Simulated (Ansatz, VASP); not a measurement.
# Si8B8O in two plane-wave programs, part 2 of 2

Aim: how closely do two programs agree when they are given the same cell, functional and k mesh? The structure shown is the end of the VASP relaxation below.

VASP 6.6.1 and Ansatz 0.2.0.

So far: The starting structure; VASP: relaxation, PBE.

**3. Ansatz: single point, PBE**

Level of this step: Ansatz beside VASP: Kohn-Sham DFT, plane waves, PBE (Ansatz).

Ansatz runs on its default PAW (the set named soft_2) files.

The same cell, functional, mesh and smearing now go to Ansatz, which takes its cutoff from its data sets.

Input file input.yaml:

```yaml
crystal:
  lattice:
    - [0.0, 4.31343563, 4.31343563]
    - [4.31343563, 0.0, 4.31343563]
    - [4.31343563, 4.31343563, 0.0]
  atoms:
    - { symbol: Si, position: [0.23801263, 0.23151253, 0.27574966] }
    - { symbol: Si, position: [0.23747606, 0.23353463, 0.76161538] }
    - { symbol: Si, position: [0.19989652, 0.75473041, 0.27326337] }
    - { symbol: Si, position: [0.23538902, 0.7732776, 0.74963516] }
    - { symbol: Si, position: [0.75707787, 0.20403923, 0.27108683] }
    - { symbol: Si, position: [0.77123249, 0.23168867, 0.75201244] }
    - { symbol: Si, position: [0.76413928, 0.76197197, 0.27335375] }
    - { symbol: Si, position: [0.76631368, 0.76383931, 0.69899019] }
    - { symbol: B, position: [0.99619986, 0.99631093, 0.00371518] }
    - { symbol: B, position: [0.99780273, 0.99652967, 0.50857394] }
    - { symbol: B, position: [0.85663883, 0.55097805, 0.04477455] }
    - { symbol: B, position: [0.00322929, 0.47818595, 0.5111595] }
    - { symbol: B, position: [0.54589344, 0.86272831, 0.04425018] }
    - { symbol: B, position: [0.48422446, 0.00250097, 0.50951937] }
    - { symbol: B, position: [0.55313759, 0.55759231, 0.04603522] }
    - { symbol: B, position: [0.55534525, 0.56019755, 0.33289657] }
    - { symbol: O, position: [0.39363765, 0.39752704, 0.84243893] }
hamiltonian:
  xc: pbe
  pseudopotentials: { kind: paw }
kpoints:
  mp_grid: { grid: [4, 4, 4] }
scf:
  occupations: { method: methfessel_paxton, width: 0.15 }
  n_extra_bands: 8
output:
  forces: true
  eigenvalues: true
```

Run with:

```
ansatz run input.yaml --threads 4 --pin off --max-ram 18432MiB --backend cpu --events-out ev --progress --plain --runs-dir out
```

Numbers of over 12 decimals in the logs are rounded to 6 here.

What it wrote:

```text
scf.n_extra_bands = 8 over 31 filled bands (N_el = 62.0): the run solves 39 bands
Engine: ansatz 0.2.0, aarch64-unknown-linux-gnu
Pseudopotentials: kind: paw
Pseudopotential: Si, paw, valence charge 4, recommended cutoff 420 eV (normal), Si.paw.azcp
Pseudopotential: B, paw, valence charge 3, recommended cutoff 420 eV (normal), B.paw.azcp
Pseudopotential: O, paw, valence charge 6, recommended cutoff 420 eV (normal), O.paw.azcp
Functional definition: PBE
  parameter kappa = 0.804
  parameter beta = 0.066725
  exchange = pbe_x(kappa = kappa, mu = beta*pi^2/3)
  correlation = pbe_c(beta = beta)
Crystal: 17 atoms, lattice volume = 160.509 Å³
Basis set: ecut = 420 eV, 3119 PW (Γ), exchange–correlation on 90×90×90 points (8 copies of the dense FFT grid, shifted against one another)
Bands: 39, of which v1, the nominal top of the filled ones, is band 31 counted from 1 (30 counted from 0)
Symmetry: 1 space group operations
Space group: P1 (ITA 1), of the structure as read, at distance tolerance 5.4e-5 Å
k-points: 36 of 64 (time reversal used)
Non-local potential: Si, projectors of the file, l = 0: 2, l = 1: 2, l = 2: 2
Non-local potential: B, projectors of the file, l = 0: 2, l = 1: 2, l = 2: 1
Non-local potential: O, projectors of the file, l = 0: 2, l = 1: 2, l = 2: 1
PAW form: soft (Blöchl's): semilocal exchange-correlation on the pseudo side does not see the compensation charge
PAW one-centre angular grid: Si, 110 points (default); XC on 64 Gauss nodes
PAW one-centre angular grid: B, 110 points (default); XC on 64 Gauss nodes
PAW one-centre angular grid: O, 110 points (default); XC on 64 Gauss nodes
Initial density: superposition of atomic densities (neutral atoms: chi_scale 0, normalization atom), corrected by the library's trained network
Initial wavefunctions: pseudopotential atomic-orbital guess
Functional: x = pbe(κ = 0.804, μ = 0.219515), c = pbe(β = 0.066725)
SCF iter   1: F=—  HF=-6889.710980 eV  |F-HF|=—  |Δ(HF+E_count)|=         —  Δρ=7.14e-3  dr2=1.86e-1  ethr=1.77e-3  ⟨swp⟩=7.5  Hψ=7248  notcnv=0
preconditioner: auto → Kerker (q_TF=auto, 2.328 Å⁻¹)  [metal: Δε(μ)=0.055 eV  Ē_g=9.061 eV  σ=0.150 eV  W_gap=0.30  n_scr=26 (ndim 8)  ℏωp=23.1 eV  f_vac=0.000  D(μ)=1.99/eV (n_scr^D=14)]
SCF iter   2: F=—  HF=-6889.680409 eV  |F-HF|=—  |Δ(HF+E_count)|=   3.06e-2  S|Δr|=    0.00e0  Δρ=3.96e-3  dr2=5.23e-2  ethr=3.00e-4  ⟨swp⟩=1.0  Hψ=1692  notcnv=0
SCF iter   3: F=—  HF=-6889.670158 eV  |F-HF|=—  |Δ(HF+E_count)|=   1.03e-2  S|Δr|=    0.00e0  Δρ=1.68e-3  dr2=3.82e-3  ethr=8.43e-5  ⟨swp⟩=2.0  Hψ=1803  notcnv=0
SCF iter   4: F=—  HF=-6889.669484 eV  |F-HF|=—  |Δ(HF+E_count)|=   6.73e-4  S|Δr|=    0.00e0  Δρ=5.27e-4  dr2=3.69e-4  ethr=6.17e-6  ⟨swp⟩=2.0  Hψ=2418  notcnv=0
SCF iter   5: F=—  HF=-6889.669408 eV  |F-HF|=—  |Δ(HF+E_count)|=   7.62e-5  S|Δr|=    0.00e0  Δρ=1.08e-4  dr2=1.75e-5  ethr=5.95e-7  ⟨swp⟩=2.0  Hψ=2347  notcnv=0
SCF iter   6: F=—  HF=-6889.669461 eV  |F-HF|=—  |Δ(HF+E_count)|=   5.28e-5  S|Δr|=    0.00e0  Δρ=2.05e-5  dr2=7.46e-7  ethr=2.83e-8  ⟨swp⟩=2.5  Hψ=2493  notcnv=0
SCF iter   7: F=-6889.669461 eV  HF=-6889.669461 eV  |F-HF|=1.14e-8  |Δ(HF+E_count)|=   2.01e-8  S|Δr|=    0.00e0  Δρ=4.05e-6  dr2=2.94e-8  ethr=1.61e-10  ⟨swp⟩=11.7  Hψ=6484  notcnv=0
SCF 1 converged in 7 iterations: F = -6889.669461 eV  dr2 = 2.94e-8
  greatest PAW one-centre occupation: 0.878 electrons in one spin orbital (limit 2), on the O atom at site 16 (counted from 0), in its partial waves of l = 0
SCF converged after 7 iterations
Stability not checked: this state was not tested for a lower state beside it, because cold or Methfessel-Paxton smearing, or corrected tetrahedra, fill the levels in a way that the test cannot read (fill_not_monotonic; see scf.lower_state_search)
Free energy (F): -6889.669461 eV
Harris-Foulkes:  -6889.669461 eV  (|F-HF|=1.14e-8)
Internal energy: -6889.677776 eV  (E = F + TS)
E sigma→0 (E₀):  -6889.671540 eV
Entropy (-TS):   0.008315 eV (0.489 meV/atom)
Fermi energy:    12.284981 eV
Step filling:    the computed levels leave a gap of 0.0424 eV = 0.3 smearing widths at the electron count; against every level under it full and every level over it empty, smearing changes F+E_penalty+E_count by +3.003 meV and its σ→0 estimate by +0.924 meV
--- Per-component energies (eV) ---
  E_band       = 301.232203
  E_kinetic    = 942.386107
  E_local      = -525.198757  (includes V_loc(G=0)·N_el)
  E_nonlocal   = 340.825354
  E_hartree    = 210.078015
  E_xc         = -792.490984
  E_vxc        = -800.834131  (∫ρ·V_xc dr)
  E_paw        = -4888.056505  (= ΣΔE_a)
  E_vpaw       = -76.107252  (= ΣTr[D̂ρ^β])
  E_aug_tail   = 0.002417  (compensation charges beyond the density's cutoff)
  E_ewald      = -2177.223423
  E_smearing   = 0.008315  (= −TS)
  E_closure    = 0.000000  (closes the sum)
  Σ components = -6889.669461   (vs F -6889.669461, Δ=0.00e0)
--- Forces (eV/Å), atoms counted from 1 ---
  atom   1  Si    -0.00023389    -0.00114824     0.01748502
  atom   2  Si    -0.00060178     0.00358690     0.00240528
  atom   3  Si     0.02230912     0.00009511     0.01491874
  atom   4  Si    -0.00701219    -0.00035138    -0.00856353
  atom   5  Si    -0.01868175     0.01549477     0.00229569
  atom   6  Si     0.00992579    -0.02413625    -0.01937241
  atom   7  Si     0.01524756    -0.00493994     0.02365789
  atom   8  Si    -0.00186012    -0.00267706     0.00441874
  atom   9  B     -0.00656307    -0.00764863    -0.00587585
  atom  10  B     -0.00125388     0.00003470     0.00092511
  atom  11  B     -0.00670561     0.01723322    -0.00426765
  atom  12  B      0.01026700    -0.00533413     0.01118138
  atom  13  B      0.01044082     0.01245348     0.00818050
  atom  14  B     -0.00121080    -0.01993064    -0.01207635
  atom  15  B     -0.01715884     0.01728234    -0.00856515
  atom  16  B     -0.00442467     0.00312054    -0.00187921
  atom  17  O     -0.00247335    -0.00314828    -0.02480642
  max |Σ_I F_I| component: 6.18e-5 eV/Å
--- Band table (eV; the first three rows and the last of 36) ---
  k-point 0: bands = [... 27 lower, 11.2162, 11.3381, 11.3865, 12.2294, 12.3375, 12.4932, 13.1264, 14.1374, ... 4 higher]
  k-point 1: bands = [... 27 lower, 10.3607, 11.2806, 11.3786, 12.4904, 12.9090, 12.9420, 13.0808, 13.1669, ... 4 higher]
  k-point 2: bands = [... 27 lower, 10.0028, 10.7905, 10.8244, 12.0443, 12.3391, 13.0836, 13.1787, 13.5198, ... 4 higher]
  k-point 35: bands = [... 27 lower, 9.9432, 10.7742, 10.9383, 12.2032, 12.4371, 12.9762, 13.1491, 13.4750, ... 4 higher]
```

Run time: 5.5 s. Hardware: 4 threads of Arm Neoverse V1, shared host; peak memory 0.53 GiB; 21 s of CPU time.

**4. Side by side**

Known differences besides the potentials themselves: the cutoff is 420 eV in Ansatz and 400 eV in VASP (PREC = Normal, projectors in real space); VASP leaves aspherical gradient terms in its spheres out (LASPH is not set), Ansatz keeps them. Total energies have different zeros and are not compared.

At this near-relaxed geometry the largest component of a force difference is 13 meV/Å. VASP's last cycles still show a density residual of 3e-03, so its state may not be settled.

**5. Results**

```
r.m.s. force difference (single point, PBE) : 6.6 meV/Å
```

In words: The r.m.s. force difference is 6.6 meV/Å (single point, PBE), within the 12 meV/Å picked in this series as the mark of a large difference. Such differences can come from data sets, numerical settings and the points named under the comparisons, not from the functional's error against experiment.

[Lines on the potential files, build, host, timing and source positions are cut from VASP's logs without a mark.]

[Logs are printed without paths, hosts, clocks, repeated set-up lines and the standing remarks that a program may print on its own settings, such as how far it seeks lower states.]

[Hosts, paths, dates, database ids (printed as entryN), source tags and the programs' standing remarks are cut or masked in the printed files.]
